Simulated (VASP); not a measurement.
Set up this calculation in VASP 6.6.1, as the native input.

- Task: relaxation of cell and atoms
- Functional: PBEsol
- Potentials or basis: VASP PAW PBE potentials, release 64 (W_sv)
- Cutoff: 520 eV
- k mesh: 18 × 18 × 18
- Occupations: gaussian, width 0.1 eV
- Spin: no spin polarisation
- Further INCAR settings: ALGO = Fast; EDIFF = 1e-07; IBRION = 2; EDIFFG = -0.002; NSW = 80; ISIF = 3

The structure of W lies in POSCAR:

```
W
1.0
   -1.5823450000      1.5823450000      1.5823450000
    1.5823450000     -1.5823450000      1.5823450000
    1.5823450000      1.5823450000     -1.5823450000
W
1
Direct
    0.0000000000      0.0000000000      0.0000000000
```

The input as run:

INCAR

```
PREC = Accurate
ENCUT = 520
EDIFF = 1E-7
ISMEAR = 0
SIGMA = 0.1
LREAL = False
LASPH = True
NELM = 80
ALGO = Fast
ISIF = 3
LWAVE = False
LCHARG = False
GGA = PS
IBRION = 2
NSW = 80
EDIFFG = -0.002
```

KPOINTS

```
regular mesh
0
Gamma
  18 18 18
```

Potentials or basis: VASP PAW PBE potentials, release 64 (W_sv).

Run with:

```bash
$ cat potpaw_PBE.64/W_sv/POTCAR > POTCAR
$ mpirun -np 1 vasp_std > vasp.out
```

Results of the run:

```json
{
 "Relaxed volume": "15.72 Å³/atom",
 "Relaxed cell": "a = 2.734 Å, b = 2.734 Å, c = 2.734 Å, α = 109.47°, β = 109.47°, γ = 109.47°",
 "Space group after relaxing (to 0.05 Å)": "Im-3m (No. 229)",
 "Energy gained by relaxing": "1.0 meV/atom",
 "Ionic steps": "6",
 "Pressure after relaxing": "0.0 GPa",
 "Band gap on the k mesh": "none (metal or under the smearing width)"
}
```

Caveat: the PAW data sets were made with another functional, which shifts forces and pressure a little.

Run time: 61 s on 1 thread of Intel(R) Xeon(R) Platinum 8488C (Sapphire Rapids) (shared host), peak memory 0.16 GiB.
